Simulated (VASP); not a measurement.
A run of VASP 6.6.1:

Contents of INCAR:

```
SYSTEM = SnAs
  PREC = Accurate
  ENCUT = 520
  EDIFF = 1E-7
  ISMEAR = 0
  SIGMA = 0.02
  LREAL = .False.
  LASPH = .True.
  NELM = 60
  ALGO = Normal
  ISIF = 2
  LWAVE = .False.
  LCHARG = .False.
  GGA = PS
```

File KPOINTS:

```
Automatic mesh
0
Gamma
  8 8 8
  0 0 0
```

Contents of POSCAR:

```
SnAs
1.0
    0.0000000000      2.8405000000      2.8405000000
    2.8405000000      0.0000000000      2.8405000000
    2.8405000000      2.8405000000      0.0000000000
Sn As
1 1
Direct
    0.0000000000      0.0000000000      0.0000000000
    0.5000000000      0.5000000000      0.5000000000
```

Potentials or basis: VASP PAW PBE potentials, release 64 (Sn_d, As).

Command:

```console
$ cat potpaw_PBE.64/Sn_d/POTCAR potpaw_PBE.64/As/POTCAR > POTCAR
$ mpirun -np 1 vasp_std > vasp.out
```

Hardware: 1 thread of Intel(R) Xeon(R) 6975P-C (Granite Rapids) (shared host).

Question: Estimate the wall time of this run.

Answer: It took 8.3 s on 1 thread of Intel(R) Xeon(R) 6975P-C (Granite Rapids), with other jobs on the host, peak memory 0.17 GiB. Counts: scf iterations 13, k points 29.
